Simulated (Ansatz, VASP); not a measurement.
# Ga3As3H8 (GaAs wire along [110], 6 atoms a period, H-terminated): VASP beside Ansatz, part 2 of 2

One calculation is typed for both programs; each brings its own data sets. How far apart do they land? The cell is taken from a series of runs on this material, whose earlier steps may have relaxed, scaled, displaced or heated it; both programs get it as it stands.

VASP 6.6.1 and Ansatz 0.2.0.

So far: The starting structure; VASP: single point, PBE, spin-orbit coupling.

## 3. Ansatz: single point, PBE, spin-orbit coupling

Level of this step: Ansatz beside VASP: Kohn-Sham DFT, plane waves, PBE, spin-orbit coupling (Ansatz).

Ansatz runs on its PAW fully relativistic soft_1 files.

The same cell, functional, mesh and smearing now go to Ansatz, which takes its cutoff from its data sets.

input.yaml

```yaml
crystal:
  lattice:
    - [12.92, 0.0, 0.0]
    - [0.0, 13.446, 0.0]
    - [0.0, 0.0, 4.1577917823]
  atoms:
    - { symbol: As, position: [0.437202747, 0.343504552, 0.0] }
    - { symbol: H, position: [0.528784576, 0.272094674, 0.0] }
    - { symbol: Ga, position: [0.531786687, 0.5, 0.0] }
    - { symbol: H, position: [0.319115464, 0.191002665, 0.5] }
    - { symbol: H, position: [0.243953538, 0.384874004, 0.5] }
    - { symbol: H, position: [0.319115464, 0.808997335, 0.5] }
    - { symbol: H, position: [0.243953538, 0.615125996, 0.5] }
    - { symbol: Ga, position: [0.332740884, 0.306333236, 0.5] }
    - { symbol: Ga, position: [0.332740884, 0.693666764, 0.5] }
    - { symbol: As, position: [0.642070917, 0.5, 0.5] }
    - { symbol: H, position: [0.719393414, 0.414799678, 0.5] }
    - { symbol: H, position: [0.719393414, 0.585200322, 0.5] }
    - { symbol: As, position: [0.437202747, 0.656495448, 0.0] }
    - { symbol: H, position: [0.528784576, 0.727905326, 0.0] }
kpoints:
  mp_grid: { grid: [1, 1, 13] }
  band_path: { path: ["Γ", Z], npoints: 90 }
scf:
  occupations: { method: fermi_dirac, width: 0.05 }
hamiltonian:
  xc: pbe
  pseudopotentials: { kind: paw_fr, azcp: { folder: soft_1 } }
magnetization:
  noncollinear: true
  spin_orbit: true
```

Started as:

```console
> ansatz run input.yaml --threads 4 --pin off --max-ram 16384MiB --backend cpu --events-out ev --progress --plain --runs-dir out
```

Numbers of over 12 decimals in the logs are rounded to 6 here.

The program printed:

```text
Engine: ansatz 0.2.0, x86_64-unknown-linux-gnu
Pseudopotentials: kind: paw_fr
Pseudopotential: As, paw, valence charge 15, recommended cutoff 420 eV (normal), soft_1/As.paw.azcp
Pseudopotential: H, paw, valence charge 1, recommended cutoff 420 eV (normal), soft_1/H.paw.azcp
Pseudopotential: Ga, paw, valence charge 13, recommended cutoff 420 eV (normal), soft_1/Ga.paw.azcp
Functional definition: PBE
  parameter kappa = 0.804
  parameter beta = 0.066725
  exchange = pbe_x(kappa = kappa, mu = beta*pi^2/3)
  correlation = pbe_c(beta = beta)
non-collinear run that drives no moment, with spin-orbit: no starting moment large enough to seed its density (crystal.atoms[].spin), no starting occupations that ask for one, no magnetisation constraint and no magnetic field, so the semilocal B_xc is pinned to zero
Crystal: 14 atoms, lattice volume = 722.301 Å³
Basis set: ecut = 420 eV, 14067 PW (Γ)
Bands: 120, of which v1, the nominal top of the filled ones, is band 92 counted from 1 (91 counted from 0)
Symmetry: 4 space group operations + 4 with time reversal
Magnetic group: BNS 25.58 (UNI 156), of the structure as read, at distance tolerance 9.0e-5 Å
k-points: 7 of 13
Projection manifold: j_resolved (fully-relativistic pseudo-atomic orbitals)
Non-local potential: As, projectors of the file, resolved by j, l = 0: 2, l = 1: 4, l = 2: 6, l = 3: 2
Non-local potential: H, projectors of the file, resolved by j, l = 0: 2, l = 1: 2
Non-local potential: Ga, projectors of the file, resolved by j, l = 0: 2, l = 1: 4, l = 2: 6, l = 3: 2
PAW form: soft (Blöchl's): semilocal exchange-correlation on the pseudo side does not see the compensation charge
PAW one-centre angular grid: As, 590 points (default); XC on 96 Gauss nodes
PAW one-centre angular grid: H, 110 points (default); XC on 64 Gauss nodes
PAW one-centre angular grid: Ga, 590 points (default); XC on 64 Gauss nodes
Initial density: superposition of atomic densities (neutral atoms: chi_scale 0, normalization atom)
Initial wavefunctions: pseudopotential atomic-orbital guess
Functional: x = pbe(κ = 0.804, μ = 0.219515), c = pbe(β = 0.066725)
SCF iter   1: F=—  HF=-26046.935113 eV  |F-HF|=—  |Δ(HF+E_count)|=         —  Δρ=3.34e-2  dr2=7.82e0  dr2_m=0.00e0 (ungated)  ethr=3.10e-3  |M|=0.00e0 ∫|m|=0.00e0 μB  |m|>n=0.0e0 m-floor=0.0e0 τ_xc=0.0e0  β_m=0.30  ⟨swp⟩=7.4  Hψ=4309  notcnv=0  defer=46
preconditioner: auto → Resta (q_TF=auto, 1.935 Å⁻¹)  ε∞=1.6  [insulator: Δε(μ)=2.796 eV  Ē_g=13.932 eV  σ=0.050 eV  W_gap=1.00  n_scr=92 (ndim 8)  ℏωp=10.9 eV  f_vac=0.610  D(μ)=0.00/eV (n_scr^D=0)  ε∞_Penn≈1.6  vacuum switching on, ρ_ref=1.4e-2 e/Å³]
spin=Noncollinear: Resta preconditioning applied to the charge; magnetization (m_x, m_y, m_z) channels mix plain (no charge-response kernel on spin).
SCF iter   2: F=—  HF=-26045.358348 eV  |F-HF|=—  |Δ(HF+E_count)|=    1.58e0  Δρ=2.16e-2  dr2=3.02e0  dr2_m=0.00e0 (ungated)  ethr=3.10e-3  |M|=0.00e0 ∫|m|=0.00e0 μB  |m|>n=0.0e0 m-floor=0.0e0 τ_xc=0.0e0  β_m=0.53  ⟨swp⟩=3.0  Hψ=1138  notcnv=0  defer=152
SCF iter   3: F=—  HF=-26044.461693 eV  |F-HF|=—  |Δ(HF+E_count)|=   8.97e-1  Δρ=3.59e-3  dr2=1.47e-1  dr2_m=0.00e0 (ungated)  ethr=3.10e-3  |M|=0.00e0 ∫|m|=0.00e0 μB  |m|>n=0.0e0 m-floor=0.0e0 τ_xc=0.0e0  β_m=0.51  ⟨swp⟩=3.1  Hψ=1078  notcnv=0  defer=152
SCF iter   4: F=—  HF=-26044.429432 eV  |F-HF|=—  |Δ(HF+E_count)|=   3.23e-2  Δρ=1.41e-3  dr2=1.05e-2  dr2_m=0.00e0 (ungated)  ethr=1.60e-4  |M|=0.00e0 ∫|m|=0.00e0 μB  |m|>n=0.0e0 m-floor=0.0e0 τ_xc=0.0e0  β_m=0.59  ⟨swp⟩=3.0  Hψ=1358  notcnv=0  defer=156
SCF iter   5: F=—  HF=-26044.430902 eV  |F-HF|=—  |Δ(HF+E_count)|=   1.47e-3  Δρ=4.97e-4  dr2=1.16e-3  dr2_m=0.00e0 (ungated)  ethr=1.14e-5  |M|=0.00e0 ∫|m|=0.00e0 μB  |m|>n=0.0e0 m-floor=0.0e0 τ_xc=0.0e0  β_m=0.58  ⟨swp⟩=2.0  Hψ=1261  notcnv=0  defer=156
SCF iter   6: F=—  HF=-26044.431050 eV  |F-HF|=—  |Δ(HF+E_count)|=   1.48e-4  Δρ=1.34e-4  dr2=9.99e-5  dr2_m=0.00e0 (ungated)  ethr=1.26e-6  |M|=0.00e0 ∫|m|=0.00e0 μB  |m|>n=0.0e0 m-floor=0.0e0 τ_xc=0.0e0  β_m=0.61  ⟨swp⟩=2.0  Hψ=1118  notcnv=0  defer=156
SCF iter   7: F=—  HF=-26044.431133 eV  |F-HF|=—  |Δ(HF+E_count)|=   8.34e-5  Δρ=4.52e-5  dr2=8.78e-6  dr2_m=0.00e0 (ungated)  ethr=1.09e-7  |M|=0.00e0 ∫|m|=0.00e0 μB  |m|>n=0.0e0 m-floor=0.0e0 τ_xc=0.0e0  β_m=0.60  ⟨swp⟩=2.0  Hψ=1114  notcnv=0  defer=156
SCF iter   8: F=—  HF=-26044.431139 eV  |F-HF|=—  |Δ(HF+E_count)|=   6.14e-6  Δρ=1.50e-5  dr2=1.54e-6  dr2_m=0.00e0 (ungated)  ethr=9.54e-9  |M|=0.00e0 ∫|m|=0.00e0 μB  |m|>n=0.0e0 m-floor=0.0e0 τ_xc=0.0e0  β_m=0.63  ⟨swp⟩=2.0  Hψ=1140  notcnv=0  defer=156
SCF iter   9: F=—  HF=-26044.431140 eV  |F-HF|=—  |Δ(HF+E_count)|=   7.78e-7  Δρ=3.81e-6  dr2=1.96e-7  dr2_m=0.00e0 (ungated)  ethr=1.68e-9  |M|=0.00e0 ∫|m|=0.00e0 μB  |m|>n=0.0e0 m-floor=0.0e0 τ_xc=0.0e0  β_m=0.66  ⟨swp⟩=2.0  Hψ=1118  notcnv=0  defer=156
SCF iter  10: F=-26044.431140 eV  HF=-26044.431140 eV  |F-HF|=4.27e-9  |Δ(HF+E_count)|=   1.19e-7  Δρ=1.17e-6  dr2=2.04e-8  dr2_m=0.00e0 (ungated)  ethr=1.09e-10  |M|=0.00e0 ∫|m|=0.00e0 μB  |m|>n=0.0e0 m-floor=0.0e0 τ_xc=0.0e0  ⟨swp⟩=16.1  Hψ=4903  notcnv=0
SCF 1 converged in 10 iterations: F = -26044.431140 eV  dr2 = 2.04e-8
  greatest PAW one-centre occupation: 0.999 electrons in one spin orbital (limit 2), on the As atom at site 9 (counted from 0), in its partial waves of l = 2
NSCF: frozen V_eff on 91 k-points
SCF converged after 10 iterations
Magnetization: |M| = 0.0000 μB,  M = (+0.0000, +0.0000, +0.0000) μB
Absolute magnetization: 0.0000 μB (∫|m|)
  site 0: m = (+0.0000, +0.0000, +0.0000) μB, |m| = 0.0000 μB  (R = 0.63 Å)
  site 1: m = (+0.0000, +0.0000, +0.0000) μB, |m| = 0.0000 μB  (R = 0.63 Å)
  site 2: m = (+0.0000, +0.0000, +0.0000) μB, |m| = 0.0000 μB  (R = 1.00 Å)
  site 3: m = (+0.0000, +0.0000, +0.0000) μB, |m| = 0.0000 μB  (R = 0.64 Å)
  site 4: m = (+0.0000, +0.0000, +0.0000) μB, |m| = 0.0000 μB  (R = 0.64 Å)
  site 5: m = (+0.0000, +0.0000, +0.0000) μB, |m| = 0.0000 μB  (R = 0.64 Å)
  site 6: m = (+0.0000, +0.0000, +0.0000) μB, |m| = 0.0000 μB  (R = 0.64 Å)
  site 7: m = (+0.0000, +0.0000, +0.0000) μB, |m| = 0.0000 μB  (R = 0.64 Å)
  site 8: m = (+0.0000, +0.0000, +0.0000) μB, |m| = 0.0000 μB  (R = 0.64 Å)
  site 9: m = (+0.0000, +0.0000, +0.0000) μB, |m| = 0.0000 μB  (R = 0.63 Å)
  site 10: m = (+0.0000, +0.0000, +0.0000) μB, |m| = 0.0000 μB  (R = 0.63 Å)
  site 11: m = (+0.0000, +0.0000, +0.0000) μB, |m| = 0.0000 μB  (R = 0.63 Å)
  site 12: m = (+0.0000, +0.0000, +0.0000) μB, |m| = 0.0000 μB  (R = 0.63 Å)
  site 13: m = (+0.0000, +0.0000, +0.0000) μB, |m| = 0.0000 μB  (R = 0.63 Å)
Free energy (F): -26044.431140 eV
Harris-Foulkes:  -26044.431140 eV  (|F-HF|=4.27e-9)
Internal energy: -26044.431140 eV  (E = F + TS)
E sigma→0 (E₀):  -26044.431140 eV
Fermi energy:    -1.871071 eV
--- Per-component energies (eV) ---
  E_band       = -1857.430851
  E_kinetic    = 727.891918
  E_local      = -34464.141098  (includes V_loc(G=0)·N_el)
  E_nonlocal   = -1451.805104
  E_hartree    = 17685.226784
  E_xc         = -467.942955
  E_vxc        = -474.748476  (∫ρ·V_xc dr)
  E_paw        = -12021.384456  (= ΣΔE_a)
  E_vpaw       = -1565.079639  (= ΣTr[D̂ρ^β])
  E_aug_tail   = -0.008302  (compensation charges beyond the density's cutoff)
  E_ewald      = 3947.732072
  E_smearing   = -0.000000  (= −TS)
  E_closure    = -0.000000  (closes the sum)
  Σ components = -26044.431140   (vs F -26044.431140, Δ=0.00e0)
--- Band table (eV; the first three rows and the last of 7) ---
  k-point 0: bands = [... 88 lower, -3.1495, -3.1495, -3.0368, -3.0368, -0.7149, -0.7149, 0.0552, 0.0552, ... 24 higher]
  k-point 1: bands = [... 88 lower, -3.3241, -3.2719, -3.2092, -3.1699, -0.4313, -0.4307, 0.3145, 0.3364, ... 24 higher]
  k-point 2: bands = [... 88 lower, -3.5435, -3.5158, -3.4307, -3.4109, 0.1340, 0.1427, 0.6629, 0.6997, ... 24 higher]
  k-point 6: bands = [... 88 lower, -4.1901, -4.1898, -4.1699, -4.1543, 0.1982, 0.2013, 0.5220, 0.5294, ... 24 higher]
```

Reading the cycles: dr2 is the Hartree energy of the density residual (eV), the measure of convergence; HF is the Harris–Foulkes estimate of the energy, which meets the free energy F at convergence.

## 4. Side by side

Known differences besides the potentials themselves: spin-orbit coupling enters by fully relativistic files in Ansatz and inside the spheres in VASP; the data sets hold 92 valence electrons in Ansatz (on its PAW fully relativistic soft_1 files) and 62 in VASP; the cutoff is 420 eV in Ansatz and 400 eV in VASP. Total energies have different zeros and are not compared.

The two programs side by side:

```csv
quantity,Ansatz,VASP,difference
gap on the k mesh (eV),2.322,2.318,+0.004
```

A gap on the mesh is an upper bound, since the band edges may lie between its points.

## 5. Results

| Item | Value |
| --- | --- |
| difference in gap on the k mesh (single point, PBE, spin-orbit coupling) | 0.0040 eV |

In words: The difference in gap on the k mesh is 0.0040 eV (single point, PBE, spin-orbit coupling), within the 0.08 eV picked in this series as the mark of a large difference. The data sets hold unlike numbers of valence electrons (92 in Ansatz and 62 in VASP), so part of the differences comes from the potentials. Such differences can come from data sets, numerical settings and the points named under the comparisons, not from the functional's error against experiment.

[Lines on the potential files, build, host, timing and source positions are cut from VASP's logs without a mark.]

[Logs are printed without paths, hosts, clocks, repeated set-up lines and the standing remarks that a program may print on its own settings, such as how far it seeks lower states.]

[Hosts, paths, dates, database ids (printed as entryN), source tags and the programs' standing remarks are cut or masked in the printed files.]
